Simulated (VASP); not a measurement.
VASP input:

**INCAR**
```
# general
SYSTEM =GaN
PREC   =Accurate
ENCUT  =620
LREAL  =.FALSE.   # projection in real space or not
LASPH  =.TRUE.   # aspherical one-centre terms

# electronic loop
EDIFF  =1E-6   # SCF stop (eV)
NELM   =100   # most electronic steps
ALGO   =Normal
LMAXMIX=4

# smearing
ISMEAR =0
SIGMA  =0.05   # width (eV)

# functional
GGA    =PE   # PBE

# ions
IBRION =2
NSW    =40
ISIF   =3
EDIFFG =-0.02   # ionic stop
PSTRESS=200

# output
LWAVE  =.FALSE.
LCHARG =.FALSE.
```

### KPOINTS
```
Automatic mesh
0
Gamma
 8 8 5
0 0 0
```

**POSCAR**
```
GaN
1
    1.5593245189    -2.7008292529     0.0000000000
    1.5593245189     2.7008292529     0.0000000000
    0.0000000000     0.0000000000     5.0792954222
Ga N
2 2
Direct
  0.6666670000   0.3333330000   0.5001391867
  0.3333330000   0.6666670000   0.0001391867
  0.6666670000   0.3333330000   0.8768608133
  0.3333330000   0.6666670000   0.3768608133
```

POTCAR, in this order: Ga_d N (PBE.64 set). Program: vasp_std.

### Question
Write an equivalent input for Ansatz.

### Answer
One equivalent input (not run):
Ansatz 0.2 input:
```yaml
crystal:
  lattice:
    - [1.5593245, -2.7008293, 0.0000000]
    - [1.5593245, 2.7008293, 0.0000000]
    - [0.0000000, 0.0000000, 5.0792954]
  atoms:
    - { symbol: Ga, position: [0.6666670, 0.3333330, 0.5001392] }
    - { symbol: Ga, position: [0.3333330, 0.6666670, 0.0001392] }
    - { symbol: N, position: [0.6666670, 0.3333330, 0.8768608] }
    - { symbol: N, position: [0.3333330, 0.6666670, 0.3768608] }
kpoints:
  mp_grid: { grid: [8, 8, 5] }
hamiltonian:
  xc: pbe
  pseudopotentials: { kind: paw }
scf:
  occupations: { method: gaussian, width: 0.05 }
  max_iter: 100
relax:
  max_steps: 40
  f_tol: 0.02
  cell: { p_target: 20 }
output: { forces: true, stress: true, eigenvalues: true }
```
The two are equivalent in intent, not identical: each code has its own PAW files, so the cut-off isn't converted (ENCUT is set for VASP's; basis.ecutwfc is left out, and Ansatz then takes the one that its files recommend); Ansatz stops its SCF on the density residual and VASP on the energy change (EDIFF).

The compound is GaN in the wurtzite structure. It was relaxed first under an external pressure of 20 GPa.
